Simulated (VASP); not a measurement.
# LaMg6Ti (Amm2) in VASP: notebook

The runs below take LaMg6Ti through single point, with PBE, r2SCAN+D4.

Everything below comes from runs of VASP 6.6.1. Logs are shortened: lines on timing, memory, paths and dates and some standing lists are left out, and cuts for length are marked.

### 1 Starting point

Symmetry: Amm2, No. 38, orthorhombic system. Conventional cell: a = 5.169 Å, b = 6.629 Å, c = 11.445 Å, α = 90.00°, β = 90.00°, γ = 90.00°. La (site symmetry mm2) has 2 Ti at 3.22 Å and 10 Mg at 3.24 to 3.38 Å as nearest neighbours. Around Ti (site symmetry mm2) lie 10 Mg at 3.16 to 3.40 Å and 2 La at 3.22 Å. Around Mg (site symmetry mm2) lie 10 Mg at 3.19 to 3.37 Å and 2 La at 3.32 Å. Mg (site symmetry m) is surrounded by 2 Ti at 3.16 Å and 8 Mg at 3.16 to 3.47 Å and 2 La at 3.24 to 3.38 Å. Around Mg (site symmetry mm2) lie 10 Mg at 3.24 to 3.32 Å and 2 Ti at 3.31 Å. Mg (site symmetry m) has 8 Mg at 3.19 to 3.42 Å and 2 Ti at 3.21 to 3.40 Å and 2 La at 3.26 Å as nearest neighbours.

The cell comes from a database or a generator and needn't be the stable form of this composition.

### 2 Single point, PBE

INCAR

```
SYSTEM = LaMg6Ti
PREC = Accurate
ENCUT = 550
EDIFF = 1E-6
ISMEAR = 0
SIGMA = 0.1
LREAL = .False.
LASPH = .True.
NELM = 80
ALGO = Normal
ISIF = 2
LWAVE = .False.
LCHARG = .True.
GGA = PE
LELF = .True.
LVHAR = .True.
NBANDS = 28
```

KPOINTS

```
Automatic mesh
0
Gamma
  5 5 5
  0 0 0
```

POSCAR

```
LaMg6Ti
5.169
    0.999997291546      0.000000000000      0.000000000000
    0.000000000000      0.641215031921      1.107079125556
    0.000000000000     -0.641215031921      1.107079125556
La Ti Mg
1 1 6
Direct
    0.5000000000      0.6699130000      0.6699130000
    0.0000000000      0.8375110000      0.8375110000
    0.5000000000      0.1639510000      0.1639510000
    0.5000000000      0.6780040000      0.1550380000
    0.5000000000      0.1550380000      0.6780040000
    0.0000000000      0.3344740000      0.3344740000
    0.0000000000      0.8387930000      0.3223170000
    0.0000000000      0.3223170000      0.8387930000
```

Potentials or basis: VASP PAW PBE potentials, release 64 (La_GW, Ti_sv_GW, Mg_GW).

Started as:

```sh
> cat potpaw_PBE.64/La_GW/POTCAR potpaw_PBE.64/Ti_sv_GW/POTCAR potpaw_PBE.64/Mg_GW/POTCAR > POTCAR
> mpirun -np 1 vasp_std > vasp.out
```

OUTCAR:

```text
SYSTEM = LaMg6Ti
   PREC = Accurate
   ENCUT = 550
   EDIFF = 1E-6
   ISMEAR = 0
   LREAL = .False.
   LASPH = .True.
   NELM = 80
   ISIF = 2
   GGA = PE

 ion  position               nearest neighbor table
   1  0.500  0.670  0.670-
   2  0.000  0.838  0.838-
   3  0.500  0.164  0.164-
   4  0.500  0.678  0.155-
   5  0.500  0.155  0.678-
   6  0.000  0.334  0.334-
   7  0.000  0.839  0.322-
   8  0.000  0.322  0.839-

  LATTYP: Found a base centered orthorhombic cell.
 ALAT       =     6.6288810000
 B/A-ratio  =     1.7265333319
 C/A-ratio  =     0.7797675053

  Lattice vectors:

 A1 = (   0.0000000000,   3.3144405000,  -5.7224920000)
 A2 = (   0.0000000000,   3.3144405000,   5.7224920000)
 A3 = (   5.1689860000,   0.0000000000,   0.0000000000)

Analysis of symmetry for initial positions (statically):
=====================================================================
 Subroutine PRICEL returns:
 Original cell was already a primitive cell.

 Routine SETGRP: Setting up the symmetry group for a
 base centered orthorhombic supercell.

 Subroutine GETGRP returns: Found  4 space group operations
 (whereof  4 operations were pure point group operations)
 out of a pool of  8 trial point group operations.

The static configuration has the point symmetry C_2v.

Analysis of symmetry for dynamics (positions and initial velocities):
=====================================================================
 Subroutine PRICEL returns:
 Original cell was already a primitive cell.

 Routine SETGRP: Setting up the symmetry group for a
 base centered orthorhombic supercell.

 Subroutine GETGRP returns: Found  4 space group operations
 (whereof  4 operations were pure point group operations)
 out of a pool of  8 trial point group operations.

The dynamic configuration has the point symmetry C_2v.

 Subroutine INISYM returns: Found  4 space group operations
 (whereof  4 operations are pure point group operations),
 and found     1 'primitive' translations

----------------------------------------------------------------------------------------

                                     Primitive cell

  volume of cell :     196.0789

  direct lattice vectors                    reciprocal lattice vectors
     5.168986000  0.000000000  0.000000000     0.193461542  0.000000000  0.000000000
     0.000000000  3.314440500  5.722492000     0.000000000  0.150855024  0.087374521
     0.000000000 -3.314440500  5.722492000     0.000000000 -0.150855024  0.087374521

  length of vectors
     5.168986000  6.613050016  6.613050016     0.193461542  0.174331710  0.174331710

  position of ions in fractional coordinates (direct lattice)
     0.500000000  0.669913000  0.669913000
     0.000000000  0.837511000  0.837511000
     0.500000000  0.163951000  0.163951000
     0.500000000  0.678004000  0.155038000
     0.500000000  0.155038000  0.678004000
     0.000000000  0.334474000  0.334474000
     0.000000000  0.838793000  0.322317000
     0.000000000  0.322317000  0.838793000

  ion indices of the primitive-cell ions
   primitive index   ion index
                 1           1
                 2           2
                 3           3
                 4           4
                 5           5
                 6           6
                 7           7
                 8           8

----------------------------------------------------------------------------------------

 KPOINTS: Automatic mesh

Automatic generation of k-mesh.
 Grid dimensions read from file:
 generate k-points for:    5    5    5

 Generating k-lattice:

  Cartesian coordinates                     Fractional coordinates (reciprocal lattice)
     0.038692308  0.000000000  0.000000000     0.200000000  0.000000000  0.000000000
     0.000000000  0.030171005  0.017474904     0.000000000  0.200000000 -0.000000000
     0.000000000 -0.030171005  0.017474904     0.000000000 -0.000000000  0.200000000

  Length of vectors
     0.038692308  0.034866342  0.034866342

  Shift w.r.t. Gamma in fractional coordinates (k-lattice)
     0.000000000  0.000000000  0.000000000

 Subroutine IBZKPT returns following result:
 ===========================================

 Found     27 irreducible k-points:

 Following reciprocal coordinates:
            Coordinates               Weight
  0.000000  0.000000  0.000000      1.000000
  0.200000  0.000000  0.000000      2.000000
  0.400000  0.000000  0.000000      2.000000
  0.000000  0.200000  0.000000      4.000000
  0.200000  0.200000  0.000000      8.000000
  0.400000  0.200000  0.000000      8.000000
[... 16 lines left out ...]
  0.200000  0.400000  0.400000      4.000000
  0.400000  0.400000  0.400000      4.000000
 [... further k-points ...]
   k-points           NKPTS =     27   k-points in BZ     NKDIM =     27   number of bands    NBANDS=     28
   number of dos      NEDOS =    301   number of ions     NIONS =      8
   total plane-waves  NPLWV = 116640
   dimension x,y,z NGX =    40 NGY =   54 NGZ =   54
   dimension x,y,z NGXF=    80 NGYF=  108 NGZF=  108
   ions per type =               1   1   6
   NGX,Y,Z   is equivalent  to a cutoff of  12.86, 13.58, 13.58 a.u.
   NGXF,Y,Z  is equivalent  to a cutoff of  25.73, 27.15, 27.15 a.u.
 SYSTEM =  LaMg6Ti
   PREC   = accura    normal or accurate (medium, high low for compatibility)
   ISTART =      0    job   : 0-new  1-cont  2-samecut
   ICHARG =      2    charge: 1-file 2-atom 10-const
   ISPIN  =      1    spin polarized calculation?
   LNONCOLLINEAR =      F non collinear calculations
   LSORBIT =      F    spin-orbit coupling
   LASPH  =      T    aspherical Exc in radial PAW
   ENCUT  =  550.0 eV  40.42 Ry    6.36 a.u.   9.88 12.65 12.65*2*pi/ulx,y,z
   NELM   =     80;   NELMIN=  2; NELMDL= -5     # of ELM steps
   EDIFF  = 0.1E-05   stopping-criterion for ELM
   LREAL  =      F    real-space projection
   EDIFFG = 0.1E-04   stopping-criterion for IOM
   NSW    =      0    number of steps for IOM
   IBRION =     -1    ionic relax: 0-MD 1-quasi-New 2-CG
   NFREE  =      0    steps in history (QN), initial steepest desc. (CG)
   ISIF   =      2    stress and relaxation
   ISYM   =      2    0-nonsym 1-usesym 2-fastsym
   POTIM  = 0.5000    time-step for ionic-motion
   TEBEG  =    0.0;   TEEND  =   0.0 temperature during run
   PSTRESS=    0.0 pullay stress
   NELECT =      35.0000    total number of electrons
   NUPDOWN=      -1.0000    fix difference up-down
   EMIN   =  10.00;   EMAX   =-10.00  energy-range for DOS
   EFERMI =   0.00;   METHOD = LEGACY
   ISMEAR =     0;   SIGMA  =   0.10  broadening in eV -4-tet -1-fermi 0-gaus
   EFERMI_NEDOS =   21; number of points for ismear=-14 and -15
   IALGO  =     38    algorithm
   IMIX   =      4    mixing-type and parameters
     AMIX     =   0.40;   BMIX     =  1.00
     AMIX_MAG =   1.60;   BMIX_MAG =  1.00
  volume/ion in A,a.u.               =      24.51       165.40
  Fermi-wavevector in a.u.,A,eV,Ry     =   0.921766  1.741885 11.560220  0.849652
  Thomas-Fermi vector in A             =   2.047218
   LORBIT       =      0    0 simple, 1 ext, 2 COOP (PROOUT), +10 PAW based schemes
   GGA     = PE    functional components
   LHFCALC =     F    Hartree Fock is set to
   AEXX    =    0.0000 exact exchange contribution
   IVDW    =     0    specifies the selected vdW correction
   LEPSILON=     F    determine dielectric tensor
   LRPA    =     F    only Hartree local field effects (RPA)
 non-spin polarized calculation
 Gauss-broadening in eV      SIGMA  =   0.10
  energy-cutoff  :      550.00
  volume of cell :      196.08
 maximum number of plane-waves:      5788
 NGX is ok and might be reduce to    40
   NGX = 19   NGY = 25   NGZ = 25

 number of electron      35.0000004 magnetization

 Free energy of the ion-electron system (eV)
  ---------------------------------------------------
  ext. energy  EPLUGINS =         0.00000000
  ---------------------------------------------------
  free energy    TOTEN  =       -22.66103848 eV

  energy without entropy =      -22.61801997  energy(sigma->0) =      -22.63952923

 E-fermi :   4.0091     XC(G=0):  -8.9478

 val. band max:        4.0030505174   @ k =   0.0000  -0.4000   0.2000
 cond. band min:       4.0138385025   @ k =   0.0000  -0.4000   0.4000
 fundamental gap:      0.0107879851
 Fermi energy:         4.0091198430

 k-point     1 :       0.0000    0.0000    0.0000
  band No.  band energies     occupation
      1     -53.2608      2.00000
      2     -29.5569      2.00000
      3     -29.5073      2.00000
      4     -29.4678      2.00000
      5     -28.4914      2.00000
      6     -12.3211      2.00000
[... 20 lines left out ...]
     27       6.0965      0.00000
     28       6.2470      0.00000

 k-point     2 :       0.2000    0.0000    0.0000
  band No.  band energies     occupation
      1     -53.2608      2.00000
      2     -29.5561      2.00000
      3     -29.5095      2.00000
      4     -29.4678      2.00000
      5     -28.4899      2.00000
      6     -12.3181      2.00000
[... 20 lines left out ...]
     27       6.0474      0.00000
     28       6.1192      0.00000

 k-point     3 :       0.4000    0.0000    0.0000
  band No.  band energies     occupation
      1     -53.2609      2.00000
      2     -29.5546      2.00000
      3     -29.5132      2.00000
      4     -29.4680      2.00000
      5     -28.4875      2.00000
      6     -12.3394      2.00000
[... 20 lines left out ...]
     27       6.1966      0.00000
     28       6.2698      0.00000

 k-point     4 :       0.0000    0.2000    0.0000
  band No.  band energies     occupation
      1     -53.2609      2.00000
      2     -29.5570      2.00000
      3     -29.5075      2.00000
      4     -29.4679      2.00000
      5     -28.4913      2.00000
      6     -12.3226      2.00000
[... 20 lines left out ...]
     27       6.1807      0.00000
     28       6.2577      0.00000

 k-point     5 :       0.2000    0.2000    0.0000
  band No.  band energies     occupation
      1     -53.2609      2.00000
      2     -29.5561      2.00000
      3     -29.5095      2.00000
      4     -29.4678      2.00000
      5     -28.4898      2.00000
      6     -12.3195      2.00000
[... 20 lines left out ...]
     27       6.1486      0.00000
     28       6.2567      0.00000

 k-point     6 :       0.4000    0.2000    0.0000
  band No.  band energies     occupation
      1     -53.2609      2.00000
      2     -29.5545      2.00000
      3     -29.5131      2.00000
      4     -29.4679      2.00000
      5     -28.4874      2.00000
      6     -12.3392      2.00000
[... 463 lines left out ...]
      5     -28.4874      2.00000
      6     -12.3388      2.00000
[... 20 lines left out ...]
     27       6.1187      0.00000
     28       6.2237      0.00000

 k-point    22 :       0.0000    0.4000    0.4000
  band No.  band energies     occupation
      1     -53.2609      2.00000
      2     -29.5570      2.00000
      3     -29.5075      2.00000
      4     -29.4679      2.00000
      5     -28.4912      2.00000
      6     -12.3289      2.00000
[... 20 lines left out ...]
     27       5.9969      0.00000
     28       6.2039      0.00000

 k-point    23 :       0.2000    0.4000    0.4000
  band No.  band energies     occupation
      1     -53.2609      2.00000
      2     -29.5561      2.00000
      3     -29.5096      2.00000
      4     -29.4679      2.00000
      5     -28.4897      2.00000
      6     -12.3256      2.00000
[... 20 lines left out ...]
     27       6.1096      0.00000
     28       6.2138      0.00000

 k-point    24 :       0.4000    0.4000    0.4000
  band No.  band energies     occupation
      1     -53.2608      2.00000
      2     -29.5544      2.00000
      3     -29.5131      2.00000
      4     -29.4679      2.00000
      5     -28.4873      2.00000
      6     -12.3387      2.00000
[... 20 lines left out ...]
     27       6.1609      0.00000
     28       6.2249      0.00000

 [... further k-points ...]

------------------------ aborting loop because EDIFF is reached ----------------------------------------

  FORCE on cell =-STRESS in cart. coord.  units (eV):
  Direction    XX          YY          ZZ          XY          YZ          ZX
  --------------------------------------------------------------------------------------
  -------------------------------------------------------------------------------------
  Total       -0.7521048     -0.6502654     -0.8839554      0.0000000      0.0000000      0.0000000
  in kB       -6.1455137     -5.3133752     -7.2228762      0.0000000      0.0000000      0.0000000
  external PRESSURE =      -6.2272550 kB  Pullay stress =       0.0000000 kB

 VOLUME and BASIS-vectors are now :
 -----------------------------------------------------------------------------
  energy-cutoff  :      550.00
  volume of cell :      196.08
      direct lattice vectors                 reciprocal lattice vectors
     5.168986000  0.000000000  0.000000000     0.193461542  0.000000000  0.000000000
     0.000000000  3.314440500  5.722492000     0.000000000  0.150855024  0.087374521
     0.000000000 -3.314440500  5.722492000     0.000000000 -0.150855024  0.087374521

 POSITION                                       TOTAL-FORCE (eV/Angst)
 -----------------------------------------------------------------------------------
      2.58449      0.00000      7.66714         0.000000      0.000000      0.220604
      0.00000      0.00000      9.58530         0.000000      0.000000     -0.105742
      2.58449      0.00000      1.87642         0.000000      0.000000     -0.008486
      2.58449      1.73334      4.76708         0.000000      0.118039     -0.017230
      2.58449     -1.73334      4.76708         0.000000     -0.118039     -0.017230
      0.00000      0.00000      3.82805         0.000000      0.000000      0.039046
      0.00000      1.71183      6.64444         0.000000      0.055036     -0.055481
      0.00000     -1.71183      6.64444         0.000000     -0.055036     -0.055481
 -----------------------------------------------------------------------------------
    total drift:                                0.000000      0.000000     -0.002715

  FREE ENERGIE OF THE ION-ELECTRON SYSTEM (eV)
  ---------------------------------------------------
  free  energy   TOTEN  =       -22.6610384827 eV

  energy  without entropy=      -22.6180199679  energy(sigma->0) =      -22.63952923
```

It took 8.4 min on 1 thread of AMD EPYC 7R13 (Zen 3), shared host; peak memory 0.46 GiB.

What came out:

```
Free energy            : -22.6610 eV
Pressure               : -0.6 GPa
Largest force          : 0.221 eV/Å
Band gap on the k mesh : none (metal or under the smearing width)
```

Forces in eV/Å, atoms in the order of the input:
```
La   0.000  0.000  0.221
Ti   0.000  0.000 -0.106
Mg   0.000  0.000 -0.008
Mg   0.000  0.118 -0.017
Mg   0.000 -0.118 -0.017
Mg   0.000  0.000  0.039
Mg   0.000  0.055 -0.055
Mg   0.000 -0.055 -0.055
```

Spin-orbit coupling is left out, which matters for the levels of La.

### 3 Single point, PBE

run.py

```python
from ase.calculators.vasp import Vasp
from ase.dft.bandgap import bandgap
from ase.spacegroup import crystal

atoms = crystal(
    ['La', 'Ti', 'Mg', 'Mg', 'Mg', 'Mg'],
    basis=[[0.5, 0.5, 0.169913], [0.0, 0.5, 0.337511], [0.5, 0.5, 0.663951], [0.5, 0.761483, 0.916521], [0.0, 0.5, 0.834474], [0.0, 0.758238, 0.080555]],
    spacegroup=38,
    setting=1,
    cellpar=[5.168986, 6.628881, 11.444984, 90.0, 90.0, 90.0],
    primitive_cell=True,
)
calc = Vasp(
    directory='calc',
    xc='pbe',
    pp='PBE',
    setups={'base': 'minimal', 'Mg': '_GW', 'La': '_GW', 'Ti': '_sv_GW'},
    prec='Accurate',
    encut=550,
    ediff=1e-06,
    ismear=0,
    sigma=0.1,
    lreal=False,
    lasph=True,
    nelm=80,
    algo='Normal',
    isif=2,
    lwave=False,
    lcharg=True,
    lelf=True,
    lvhar=True,
    kpts=[5, 5, 5],
    gamma=True,
)
atoms.calc = calc

print('energy (eV):', atoms.get_potential_energy())
print('free energy (eV):', atoms.get_potential_energy(force_consistent=True))
print('forces (eV/A):')
print(atoms.get_forces())
print('stress (eV/A^3, Voigt):', atoms.get_stress())
print('Fermi level (eV):', calc.get_fermi_level())
gap, top, bottom = bandgap(calc)
print('band gap (eV):', gap, 'from (spin, k, band)', top, 'to', bottom)
```

Potentials or basis: VASP PAW PBE potentials, release 64 (Mg_GW, La_GW, Ti_sv_GW).

Started as:

```sh
> python run.py
```

Wall time 7.4 min (1 thread of AMD EPYC 7R13 (Zen 3), shared host); peak memory 0.46 GiB.

The run converged. Its results:

```
Free energy            : -22.6610 eV
Pressure               : -0.6 GPa
Largest force          : 0.224 eV/Å
Band gap on the k mesh : none (metal or under the smearing width)
```

Forces in eV/Å, atoms in the order of the input:
```
Mg   0.000  0.000 -0.009
Mg   0.000  0.118 -0.018
Mg   0.000 -0.118 -0.018
Mg   0.000  0.000  0.039
La   0.000  0.000  0.224
Ti   0.000  0.000 -0.106
Mg   0.000  0.055 -0.056
Mg   0.000 -0.055 -0.056
```

Stress tensor (GPa, compression positive):
```
-0.61  0.00  0.00
 0.00 -0.53  0.00
 0.00  0.00 -0.72
```

Levels at points of the mesh, in eV from the Fermi level:
```tsv
k point	band 15	band 16	band 17	band 18	band 19	band 20
(0.00, 0.00, 0.00)	-0.89	-0.82	-0.22	-0.21	0.12	0.69
```

(Part 1 of 2 ends here.)
